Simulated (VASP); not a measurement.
**TaN (relaxed from the CsCl type structure, space group Pm-3m): computed properties**

Computed with PBEsol GGA, VASP's PBE PAW potentials (set 64) (plane waves; VASP).

```
Quantity                                                              Result
----------------------------------  ----------------------------------------
space group                                                      Pm-3m (221)
cell                                 a = b = c = 2.726 Å, α = β = γ = 90.00°
volume per atom                                                10.13 Å³/atom
band gap (over mesh and band path)  none (metal, semimetal or under 0.01 eV)
density                                                          15.98 g/cm³
```

Space group Pm-3m (No. 221); a = 2.7260 Å, b = 2.7260 Å, c = 2.7260 Å, α = 90.00°, β = 90.00°, γ = 90.00°

```json
[
 {"atom": "Ta", "site": "1a", "symmetry": "m-3m", "x": "0.0000", "y": "0.0000", "z": "0.0000"},
 {"atom": "N", "site": "1b", "symmetry": "m-3m", "x": "0.5000", "y": "0.5000", "z": "0.5000"}
]
```

Unless said otherwise, spin-orbit coupling is left out, though it shifts the bands of the heavy elements here.

The structure was generated: TaN was put into the CsCl type type (Pm-3m), which need not be its known phase. It was relaxed first, which changed the volume by -34 %. Symmetry was kept, so distortions that lower it aren't found.
